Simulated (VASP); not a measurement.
Consider the following.

```
CELL_PARAMETERS angstrom
      1.81500    -3.14367     0.00000
      1.81500     3.14367     0.00000
      0.00000     0.00000     5.78000
ATOMIC_POSITIONS crystal
  Gd 0.33333 0.66667 0.25000
  Gd 0.66667 0.33333 0.75000
```

Level of theory: AM05 GGA, VASP's PBE PAW potentials (set 64) (plane waves; VASP). Run with 520 eV cut-off, 10×10×6 Γ-centred mesh, first-order Methfessel-Paxton smearing of 0.10 eV, potentials Gd_3.

The 4f electrons are frozen in the core of the lanthanide potential, so 4f levels, which can set the real gap, and their magnetism are missing. Energy and stress use the plane-wave basis of the starting cell.

### Question
The ions, cell shape and volume are relaxed. Give the cell that the relaxation ends in.

### Answer

```
CELL_PARAMETERS angstrom
      1.79535    -3.10963     0.00000
      1.79535     3.10963     0.00000
      0.00000     0.00000     5.63227
ATOMIC_POSITIONS crystal
  Gd 0.33333 0.66667 0.25000
  Gd 0.66667 0.33333 0.75000
```
Space group P6_3/mmc (194), at a tolerance of 0.03 Å.

### Question
How do energy and volume change from the first to the last step?

### Answer
The energy (σ→0) changes by -10.4 meV/atom and the volume by -4.7 %, in 6 ionic steps.

The compound is Gd in the hcp structure. This run relaxes it. Symmetry was kept, so distortions that lower it aren't found.
